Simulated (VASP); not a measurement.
OSZICAR of a VASP run on SnO (litharge):

OSZICAR:
```
       N       E                     dE             d eps       ncg     rms          rms(c)
DAV:   1     0.422405952408E+03    0.42241E+03   -0.23037E+04  2904   0.298E+03
DAV:   2     0.319447268771E+02   -0.39046E+03   -0.38369E+03  3080   0.631E+02
DAV:   3    -0.237645209386E+02   -0.55709E+02   -0.55140E+02  3432   0.201E+02
DAV:   4    -0.258636489094E+02   -0.20991E+01   -0.20939E+01  3272   0.427E+01
DAV:   5    -0.259173648207E+02   -0.53716E-01   -0.53706E-01  3616   0.703E+00    0.116E+01
DAV:   6    -0.223899327509E+02    0.35274E+01   -0.21610E+01  4872   0.518E+01    0.468E+00
DAV:   7    -0.224094359656E+02   -0.19503E-01   -0.19912E+00  3184   0.965E+00    0.251E+00
DAV:   8    -0.224096016307E+02   -0.16567E-03   -0.48176E-01  4216   0.532E+00    0.970E-01
DAV:   9    -0.223907862351E+02    0.18815E-01   -0.14164E-01  4568   0.404E+00    0.238E-01
DAV:  10    -0.223924165514E+02   -0.16303E-02   -0.16592E-02  4184   0.128E+00    0.183E-01
DAV:  11    -0.223916465478E+02    0.77000E-03   -0.46008E-03  4480   0.716E-01    0.222E-02
DAV:  12    -0.223917101367E+02   -0.63589E-04   -0.60356E-04  2984   0.156E-01    0.375E-02
DAV:  13    -0.223916977984E+02    0.12338E-04   -0.58362E-05  4416   0.875E-02    0.738E-03
DAV:  14    -0.223916975611E+02    0.23725E-06   -0.61054E-06  3072   0.172E-02
   1 F= -.14732521E+02 E0= -.14732328E+02  d E =-.147325E+02
       N       E                     dE             d eps       ncg     rms          rms(c)
DAV:   1    -0.290378607699E+02   -0.66462E+01   -0.15533E+02  3704   0.189E+02    0.181E+01
DAV:   2    -0.223908476112E+02    0.66470E+01   -0.19345E+01  4016   0.649E+01    0.613E+00
DAV:   3    -0.214325759573E+02    0.95827E+00   -0.23680E+00  4024   0.369E+01    0.204E+00
DAV:   4    -0.213000466862E+02    0.13253E+00   -0.41932E-01  4256   0.150E+01    0.497E-01
DAV:   5    -0.213018127777E+02   -0.17661E-02   -0.11944E-01  3848   0.334E+00    0.255E-01
DAV:   6    -0.212989787633E+02    0.28340E-02   -0.82806E-03  4328   0.840E-01    0.942E-02
DAV:   7    -0.212990986758E+02   -0.11991E-03   -0.62027E-04  3568   0.272E-01    0.663E-02
DAV:   8    -0.212990801416E+02    0.18534E-04   -0.27874E-04  3928   0.404E-01    0.170E-02
DAV:   9    -0.212990828121E+02   -0.26705E-05   -0.41586E-05  4376   0.716E-02    0.104E-02
DAV:  10    -0.212990799461E+02    0.28660E-05   -0.98931E-06  3416   0.360E-02    0.293E-03
DAV:  11    -0.212990794862E+02    0.45993E-06   -0.18456E-06  2232   0.161E-02
   2 F= -.14661445E+02 E0= -.14661529E+02  d E =0.710754E-01
       N       E                     dE             d eps       ncg     rms          rms(c)
DAV:   1    -0.242251880874E+02   -0.29261E+01   -0.53853E+01  3576   0.146E+02    0.911E+00
DAV:   2    -0.224166820308E+02    0.18085E+01   -0.51768E+00  3808   0.302E+01    0.333E+00
DAV:   3    -0.220873181588E+02    0.32936E+00   -0.70318E-01  3632   0.180E+01    0.100E+00
DAV:   4    -0.220463243708E+02    0.40994E-01   -0.13755E-01  4488   0.776E+00    0.242E-01
DAV:   5    -0.220453835891E+02    0.94078E-03   -0.30346E-02  4008   0.175E+00    0.105E-01
DAV:   6    -0.220439293120E+02    0.14543E-02   -0.24154E-03  3936   0.546E-01    0.509E-02
DAV:   7    -0.220439461300E+02   -0.16818E-04   -0.25013E-04  3504   0.139E-01    0.358E-02
DAV:   8    -0.220439214690E+02    0.24661E-04   -0.10822E-04  4000   0.198E-01    0.667E-03
DAV:   9    -0.220439225881E+02   -0.11190E-05   -0.21743E-05  3600   0.343E-02    0.566E-03
DAV:  10    -0.220439230182E+02   -0.43013E-06   -0.35552E-06  2464   0.187E-02
   3 F= -.14859469E+02 E0= -.14859195E+02  d E =-.126948E+00
       N       E                     dE             d eps       ncg     rms          rms(c)
DAV:   1    -0.220627321122E+02   -0.18810E-01   -0.18057E+01  3880   0.333E+01    0.245E+00
DAV:   2    -0.219838828327E+02    0.78849E-01   -0.83834E-01  3984   0.899E+00    0.855E-01
DAV:   3    -0.219624207493E+02    0.21462E-01   -0.69575E-02  3616   0.588E+00    0.327E-01
DAV:   4    -0.219600368371E+02    0.23839E-02   -0.17176E-02  4376   0.214E+00    0.145E-01
DAV:   5    -0.219600451614E+02   -0.83244E-05   -0.31752E-03  3560   0.548E-01    0.497E-02
DAV:   6    -0.219600243180E+02    0.20843E-04   -0.20000E-04  4912   0.184E-01    0.263E-02
DAV:   7    -0.219600280322E+02   -0.37142E-05   -0.31910E-05  4984   0.877E-02    0.717E-03
DAV:   8    -0.219600263312E+02    0.17010E-05   -0.10191E-05  4336   0.525E-02    0.144E-03
DAV:   9    -0.219600258637E+02    0.46758E-06   -0.61283E-07  1576   0.653E-03
   4 F= -.14911657E+02 E0= -.14911611E+02  d E =-.521880E-01
       N       E                     dE             d eps       ncg     rms          rms(c)
DAV:   1    -0.219333650199E+02    0.26661E-01   -0.52608E+00  4344   0.186E+01    0.128E+00
DAV:   2    -0.219023022903E+02    0.31063E-01   -0.15808E-01  4112   0.470E+00    0.433E-01
DAV:   3    -0.218963308156E+02    0.59715E-02   -0.14673E-02  3776   0.281E+00    0.147E-01
DAV:   4    -0.218956381071E+02    0.69271E-03   -0.35229E-03  4464   0.105E+00    0.473E-02
DAV:   5    -0.218956444046E+02   -0.62975E-05   -0.76530E-04  3680   0.285E-01    0.196E-02
DAV:   6    -0.218956417255E+02    0.26792E-05   -0.41941E-05  4848   0.860E-02    0.105E-02
DAV:   7    -0.218956421838E+02   -0.45837E-06   -0.71542E-06  4320   0.356E-02
   5 F= -.14918584E+02 E0= -.14918559E+02  d E =-.591159E-01
       N       E                     dE             d eps       ncg     rms          rms(c)
DAV:   1    -0.219009399957E+02   -0.52983E-02   -0.27714E-02  4568   0.142E+00    0.912E-02
DAV:   2    -0.219007768234E+02    0.16317E-03   -0.72654E-04  3960   0.340E-01    0.309E-02
DAV:   3    -0.219007461271E+02    0.30696E-04   -0.75490E-05  3872   0.198E-01    0.102E-02
DAV:   4    -0.219007409332E+02    0.51940E-05   -0.17576E-05  4464   0.737E-02    0.315E-03
DAV:   5    -0.219007394175E+02    0.15157E-05   -0.37764E-06  2584   0.196E-02    0.106E-03
DAV:   6    -0.219007390755E+02    0.34202E-06   -0.14220E-07  1480   0.584E-03
   6 F= -.14918619E+02 E0= -.14918608E+02  d E =-.591506E-01
       N       E                     dE             d eps       ncg     rms          rms(c)
DAV:   1    -0.218832717499E+02    0.17468E-01   -0.40920E-01  3472   0.795E+00    0.700E-01
DAV:   2    -0.218746517713E+02    0.86200E-02   -0.30496E-02  3736   0.219E+00    0.333E-01
DAV:   3    -0.218722692127E+02    0.23826E-02   -0.39329E-03  3768   0.136E+00    0.129E-01
DAV:   4    -0.218719109946E+02    0.35822E-03   -0.94497E-04  4320   0.506E-01    0.278E-02
DAV:   5    -0.218719168537E+02   -0.58591E-05   -0.26874E-04  4056   0.227E-01    0.140E-02
DAV:   6    -0.218719144933E+02    0.23604E-05   -0.35661E-05  4184   0.619E-02    0.571E-03
DAV:   7    -0.218719146635E+02   -0.17018E-06   -0.26913E-06  2472   0.153E-02
   7 F= -.14920159E+02 E0= -.14920149E+02  d E =-.154015E-02
       N       E                     dE             d eps       ncg     rms          rms(c)
DAV:   1    -0.218665578241E+02    0.53567E-02   -0.15190E-02  3488   0.154E+00    0.135E-01
DAV:   2    -0.218662362599E+02    0.32156E-03   -0.11375E-03  3800   0.425E-01    0.638E-02
DAV:   3    -0.218661477903E+02    0.88470E-04   -0.14016E-04  3808   0.259E-01    0.248E-02
DAV:   4    -0.218661361236E+02    0.11667E-04   -0.33674E-05  4304   0.977E-02    0.526E-03
DAV:   5    -0.218661375118E+02   -0.13882E-05   -0.10069E-05  3808   0.444E-02    0.266E-03
DAV:   6    -0.218661374322E+02    0.79516E-07   -0.99526E-07  1464   0.122E-02
   8 F= -.14920208E+02 E0= -.14920199E+02  d E =-.158857E-02
       N       E                     dE             d eps       ncg     rms          rms(c)
DAV:   1    -0.218874414957E+02   -0.21304E-01   -0.23797E-01  4248   0.549E+00    0.452E-01
DAV:   2    -0.218846631360E+02    0.27784E-02   -0.95923E-03  4224   0.150E+00    0.240E-01
DAV:   3    -0.218833286664E+02    0.13345E-02   -0.16803E-03  4112   0.990E-01    0.611E-02
DAV:   4    -0.218832824571E+02    0.46209E-04   -0.53645E-04  4160   0.226E-01    0.196E-02
DAV:   5    -0.218832753341E+02    0.71230E-05   -0.50552E-05  3480   0.128E-01    0.674E-03
DAV:   6    -0.218832752903E+02    0.43754E-07   -0.38040E-06  2568   0.400E-02
   9 F= -.14921052E+02 E0= -.14921073E+02  d E =-.844705E-03
```

Problem. Which electronic solver shows in the log?

Solution. It is blocked Davidson (ALGO = Normal, or the opening steps of other solvers). The INCAR had ALGO = Normal.

Problem. Can the final energy be trusted as converged?

Solution. The run converged. It stopped with EDIFF = 1E-6, NELM = 100, NSW = 40 and EDIFFG = -0.02 after 9 ionic steps (PBE GGA, plane waves, VASP's PBE PAW potentials (set 64)). Energy and stress use the plane-wave basis of the starting cell. Without a dispersion term in the relaxation, distances and binding between the weakly bound layers, chains or molecules are unreliable, and so is what depends on them.

The compound is SnO in the litharge structure. This run relaxes it under an external pressure of 20 GPa. Symmetry was kept, so distortions that lower it aren't found.
